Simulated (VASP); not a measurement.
# Mn2FeSe3 (P-3m1) in VASP: reference runs

Aim: a first look at Mn2FeSe3 with PBE, on the cell as given and on a disturbed one.

Program: VASP 6.6.1. These are calculated values, not measurements. Logs are shortened: lines on timing, memory, paths and dates and some standing lists are left out, and cuts for length are marked.

**1. The crystal as given**

The structure is trigonal, space group P-3m1 (No. 164). Conventional cell: a = 3.526 Å, b = 3.526 Å, c = 8.565 Å, α = 90.00°, β = 90.00°, γ = 120.00°. Around Se (site symmetry -3m) lie 6 Mn at 2.49 Å. Around Se (site symmetry 3m) lie 3 Fe at 2.46 Å and 3 Mn at 2.52 Å. Fe (site symmetry -3m) is surrounded by 6 Se at 2.46 Å. Around Mn (site symmetry 3m) lie 6 Se at 2.49 to 2.52 Å.

The cell comes from a database or a generator and needn't be the stable form of this composition.

**2. Single point, PBE, collinear spin, ferromagnetic start**

INCAR

```
ALGO = Normal
EDIFF = 1E-7
ENCUT = 520
GGA = PE
ISIF = 2
ISMEAR = -1
ISPIN = 2
LASPH = True
LCHARG = False
LMAXMIX = 4
LORBIT = 11
LREAL = False
LWAVE = False
MAGMOM = 0 0 0 3 4 4
NBANDS = 39
NELM = 100
PREC = Accurate
SIGMA = 0.05
```

KPOINTS

```
k-points
0
Gamma
  9 9 3
```

POSCAR

```
Mn2FeSe3
1.0
    3.5257490756      0.0000000000      0.0000000000
   -1.7628745378      3.0533882668      0.0000000000
    0.0000000000      0.0000000000      8.5645230000
Se Fe Mn
3 1 2
Direct
    0.0000000000      0.0000000000      0.5000000000
    0.6666666667      0.3333333333      0.8394020000
    0.3333333333      0.6666666667      0.1605980000
    0.0000000000      0.0000000000      0.0000000000
    0.6666666667      0.3333333333      0.3332160000
    0.3333333333      0.6666666667      0.6667840000
```

Potentials or basis: VASP PAW PBE potentials, release 64 (Se, Fe, Mn_pv).

Launch:

```sh
$ cat potpaw_PBE.64/Se/POTCAR potpaw_PBE.64/Fe/POTCAR potpaw_PBE.64/Mn_pv/POTCAR > POTCAR
$ mpirun -np 1 vasp_std > vasp.out
```

OUTCAR:

```text
EDIFF = 1E-7
   ENCUT = 520
   GGA = PE
   ISIF = 2
   ISMEAR = -1
   ISPIN = 2
   LASPH = True
   LORBIT = 11
   LREAL = False
   NELM = 100
   PREC = Accurate

 ion  position               nearest neighbor table
   1  0.000  0.000  0.500-   5 2.49   6 2.49   6 2.49   5 2.49   5 2.49   6 2.49
   2  0.667  0.333  0.839-   4 2.46   4 2.46   4 2.46   6 2.52   6 2.52   6 2.52
   3  0.333  0.667  0.161-   4 2.46   4 2.46   4 2.46   5 2.52   5 2.52   5 2.52
   4  0.000  0.000  0.000-   2 2.46   3 2.46   3 2.46   2 2.46   2 2.46   3 2.46
   5  0.667  0.333  0.333-   1 2.49   1 2.49   1 2.49   3 2.52   3 2.52   3 2.52
   6  0.333  0.667  0.667-   1 2.49   1 2.49   1 2.49   2 2.52   2 2.52   2 2.52

  LATTYP: Found a hexagonal cell.
 ALAT       =     3.5257490756
 C/A-ratio  =     2.4291357145

  Lattice vectors:

 A1 = (   3.5257490756,   0.0000000000,   0.0000000000)
 A2 = (  -1.7628745378,   3.0533882668,   0.0000000000)
 A3 = (   0.0000000000,   0.0000000000,   8.5645230000)

Analysis of symmetry for initial positions (statically):
=====================================================================
 Subroutine PRICEL returns:
 Original cell was already a primitive cell.

 Routine SETGRP: Setting up the symmetry group for a
 hexagonal supercell.

 Subroutine GETGRP returns: Found 12 space group operations
 (whereof 12 operations were pure point group operations)
 out of a pool of 24 trial point group operations.

The static configuration has the point symmetry D_3d.

Analysis of symmetry for dynamics (positions and initial velocities):
=====================================================================
 Subroutine PRICEL returns:
 Original cell was already a primitive cell.

 Routine SETGRP: Setting up the symmetry group for a
 hexagonal supercell.

 Subroutine GETGRP returns: Found 12 space group operations
 (whereof 12 operations were pure point group operations)
 out of a pool of 24 trial point group operations.

The dynamic configuration has the point symmetry D_3d.

Analysis of structural, dynamic, and magnetic symmetry:
=====================================================================
 Subroutine PRICEL returns:
 Original cell was already a primitive cell.

 Routine SETGRP: Setting up the symmetry group for a
 hexagonal supercell.

 Subroutine GETGRP returns: Found 12 space group operations
 (whereof 12 operations were pure point group operations)
 out of a pool of 24 trial point group operations.

The overall configuration has the point symmetry D_3d.

 Subroutine INISYM returns: Found 12 space group operations
 (whereof 12 operations are pure point group operations),
 and found     1 'primitive' translations

----------------------------------------------------------------------------------------

                                     Primitive cell

  volume of cell :      92.2012

  direct lattice vectors                    reciprocal lattice vectors
     3.525749076  0.000000000  0.000000000     0.283627671  0.163752512  0.000000000
    -1.762874538  3.053388267  0.000000000     0.000000000  0.327505025  0.000000000
     0.000000000  0.000000000  8.564523000     0.000000000  0.000000000  0.116760735

  length of vectors
     3.525749076  3.525749076  8.564523000     0.327505025  0.327505025  0.116760735

  position of ions in fractional coordinates (direct lattice)
     0.000000000  0.000000000  0.500000000
     0.666666667  0.333333333  0.839402000
     0.333333333  0.666666667  0.160598000
     0.000000000  0.000000000  0.000000000
     0.666666667  0.333333333  0.333216000
     0.333333333  0.666666667  0.666784000

  ion indices of the primitive-cell ions
   primitive index   ion index
                 1           1
                 2           2
                 3           3
                 4           4
                 5           5
[... 31 lines left out ...]
  0.111111 -0.000000  0.000000      6.000000
  0.222222 -0.000000  0.000000      6.000000
  0.333333  0.000000  0.000000      6.000000
  0.444444 -0.000000  0.000000      6.000000
  0.111111  0.111111  0.000000      6.000000
[... 16 lines left out ...]
  0.222222  0.111111  0.333333     12.000000
 -0.111111  0.333333  0.333333     12.000000
 [... further k-points ...]
   k-points           NKPTS =     31   k-points in BZ     NKDIM =     31   number of bands    NBANDS=     39
   number of dos      NEDOS =    301   number of ions     NIONS =      6
   total plane-waves  NPLWV =  50176
   dimension x,y,z NGX =    28 NGY =   28 NGZ =   64
   dimension x,y,z NGXF=    56 NGYF=   56 NGZF=  128
   ions per type =               3   1   2
   NGX,Y,Z   is equivalent  to a cutoff of  13.20, 13.20, 12.42 a.u.
   NGXF,Y,Z  is equivalent  to a cutoff of  26.41, 26.41, 24.85 a.u.
 SYSTEM =  unknown system
   PREC   = accura    normal or accurate (medium, high low for compatibility)
   ISTART =      0    job   : 0-new  1-cont  2-samecut
   ICHARG =      2    charge: 1-file 2-atom 10-const
   ISPIN  =      2    spin polarized calculation?
   LNONCOLLINEAR =      F non collinear calculations
   LSORBIT =      F    spin-orbit coupling
   LASPH  =      T    aspherical Exc in radial PAW
   ENCUT  =  520.0 eV  38.22 Ry    6.18 a.u.   6.56  6.56 15.92*2*pi/ulx,y,z
   NELM   =    100;   NELMIN=  2; NELMDL= -5     # of ELM steps
   EDIFF  = 0.1E-06   stopping-criterion for ELM
   LREAL  =      F    real-space projection
   EDIFFG = 0.1E-05   stopping-criterion for IOM
   NSW    =      0    number of steps for IOM
   IBRION =     -1    ionic relax: 0-MD 1-quasi-New 2-CG
   NFREE  =      0    steps in history (QN), initial steepest desc. (CG)
   ISIF   =      2    stress and relaxation
   ISYM   =      2    0-nonsym 1-usesym 2-fastsym
   POTIM  = 0.5000    time-step for ionic-motion
   TEBEG  =    0.0;   TEEND  =   0.0 temperature during run
   PSTRESS=    0.0 pullay stress
   NELECT =      52.0000    total number of electrons
   NUPDOWN=      -1.0000    fix difference up-down
   EMIN   =  10.00;   EMAX   =-10.00  energy-range for DOS
   EFERMI =   0.00;   METHOD = LEGACY
   ISMEAR =    -1;   SIGMA  =   0.05  broadening in eV -4-tet -1-fermi 0-gaus
   EFERMI_NEDOS =   21; number of points for ismear=-14 and -15
   IALGO  =     38    algorithm
   IMIX   =      4    mixing-type and parameters
     AMIX     =   0.40;   BMIX     =  1.00
     AMIX_MAG =   1.60;   BMIX_MAG =  1.00
  volume/ion in A,a.u.               =      15.37       103.70
  Fermi-wavevector in a.u.,A,eV,Ry     =   1.352582  2.556010 24.891576  1.829479
  Thomas-Fermi vector in A             =   2.479909
   LORBIT       =     11    0 simple, 1 ext, 2 COOP (PROOUT), +10 PAW based schemes
   GGA     = PE    functional components
   LHFCALC =     F    Hartree Fock is set to
   AEXX    =    0.0000 exact exchange contribution
   IVDW    =     0    specifies the selected vdW correction
   LEPSILON=     F    determine dielectric tensor
   LRPA    =     F    only Hartree local field effects (RPA)
 spin polarized calculation
  energy-cutoff  :      520.00
  volume of cell :       92.20
 maximum number of plane-waves:      2539
 NGX is ok and might be reduce to    28
   NGX = 13   NGY = 13   NGZ = 31

 number of electron      51.9999995 magnetization       9.9886918

 number of electron      51.9999994 magnetization      10.2817071

 Free energy of the ion-electron system (eV)
  ---------------------------------------------------
  ext. energy  EPLUGINS =         0.00000000
  ---------------------------------------------------
  free energy    TOTEN  =       -37.04249083 eV

  energy without entropy =      -36.98449772  energy(sigma->0) =      -37.01349427

 E-fermi :   7.9934     XC(G=0): -11.6652

 val. band max:        7.9895771053   @ k =   0.4444  -0.0000   0.0000
 cond. band min:       8.0079746540   @ k =   0.1111  -0.0000   0.3333
 fundamental gap:      0.0183975487
 Fermi energy:         7.9933672047

 spin component 1

 k-point     1 :       0.0000    0.0000    0.0000
  band No.  band energies     occupation
      1     -42.2516      1.00000
      2     -42.2422      1.00000
      3     -42.2418      1.00000
      4     -42.2418      1.00000
      5     -42.2408      1.00000
      6     -42.2408      1.00000
[... 973 lines left out ...]
     37      13.6939      0.00000
     38      14.6729      0.00000

 [... further k-points ...]

 spin component 2

 k-point     1 :       0.0000    0.0000    0.0000
  band No.  band energies     occupation
      1     -38.4907      1.00000
      2     -38.4785      1.00000
      3     -38.4743      1.00000
      4     -38.4743      1.00000
      5     -38.4731      1.00000
      6     -38.4731      1.00000
[... 973 lines left out ...]
     37      14.2787      0.00000
     38      15.4294      0.00000

 [... further k-points ...]

 [bands above 38 left out]

------------------------ aborting loop because EDIFF is reached ----------------------------------------

  FORCE on cell =-STRESS in cart. coord.  units (eV):
  Direction    XX          YY          ZZ          XY          YZ          ZX
  --------------------------------------------------------------------------------------
  -------------------------------------------------------------------------------------
  Total        9.2995333      9.2995333      9.1258045      0.0000000     -0.0000000      0.0000000
  in kB      161.5976803    161.5976803    158.5788008      0.0000000     -0.0000000      0.0000000
  external PRESSURE =     160.5913871 kB  Pullay stress =       0.0000000 kB

 VOLUME and BASIS-vectors are now :
 -----------------------------------------------------------------------------
  energy-cutoff  :      520.00
  volume of cell :       92.20
      direct lattice vectors                 reciprocal lattice vectors
     3.525749076  0.000000000  0.000000000     0.283627671  0.163752512  0.000000000
    -1.762874538  3.053388267  0.000000000     0.000000000  0.327505025  0.000000000
     0.000000000  0.000000000  8.564523000     0.000000000  0.000000000  0.116760735

 POSITION                                       TOTAL-FORCE (eV/Angst)
 -----------------------------------------------------------------------------------
      0.00000      0.00000      4.28226         0.000000      0.000000      0.000000
      1.76287      1.01780      7.18908         0.000000     -0.000000      0.068620
     -0.00000      2.03559      1.37545         0.000000      0.000000     -0.068620
      0.00000      0.00000      0.00000         0.000000      0.000000      0.000000
      1.76287      1.01780      2.85384        -0.000000      0.000000     -0.259584
     -0.00000      2.03559      5.71069         0.000000     -0.000000      0.259584
 -----------------------------------------------------------------------------------
    total drift:                               -0.000000      0.000000      0.000000

  FREE ENERGIE OF THE ION-ELECTRON SYSTEM (eV)
  ---------------------------------------------------
  free  energy   TOTEN  =       -37.0424908264 eV

  energy  without entropy=      -36.9844977197  energy(sigma->0) =      -37.01349427

 total charge

# of ion       s       p       d       tot
------------------------------------------
    1        1.449   2.464   0.087   4.000
    2        1.449   2.428   0.087   3.964
    3        1.449   2.428   0.087   3.964
    4        0.360   0.413   6.361   7.135
    5        0.270   6.235   5.107  11.612
    6        0.270   6.235   5.107  11.612
--------------------------------------------------
tot          5.248  20.202  16.837  42.286

 magnetization (x)

# of ion       s       p       d       tot
------------------------------------------
    1        0.023   0.005   0.021   0.049
    2        0.024   0.006   0.016   0.045
    3        0.024   0.006   0.016   0.045
    4        0.055   0.044   2.365   2.464
    5        0.059   0.047   3.495   3.601
    6        0.059   0.047   3.495   3.601
--------------------------------------------------
tot          0.245   0.154   9.407   9.805
```

Run time: 2.4 min. Hardware: 1 thread of Intel Xeon 6975P-C (Granite Rapids), shared host; peak memory 0.36 GiB.

Results:

| Property | Result |
| --- | --- |
| Free energy | -37.0425 eV |
| Pressure | 16.1 GPa |
| Largest force | 0.260 eV/Å |
| Band gap on the k mesh | none (metal or under the smearing width) |
| Net moment | 10.28 μB per cell |
| Site moments | Se +0.05, +0.04; Fe +2.46; Mn +3.60 μB |
| Valence electrons inside the program's atomic spheres | Se 4.00, 3.96; Fe 7.13; Mn 11.61 |

Forces on the atoms (eV/Å):
```
Se   0.000  0.000  0.000
Se   0.000  0.000  0.069
Se   0.000  0.000 -0.069
Fe   0.000  0.000  0.000
Mn   0.000  0.000 -0.260
Mn   0.000  0.000  0.260
```

Caveat: so large a pressure means that the cell lies far from this level's equilibrium, or that cutoff or potentials fall short; semilocal functionals often make such compounds metallic where correlation or magnetic order opens a gap, which also shifts bond lengths; only a ferromagnetic start was run, and an antiferromagnetic order may lie lower in energy.

[end of part 1 of 2]
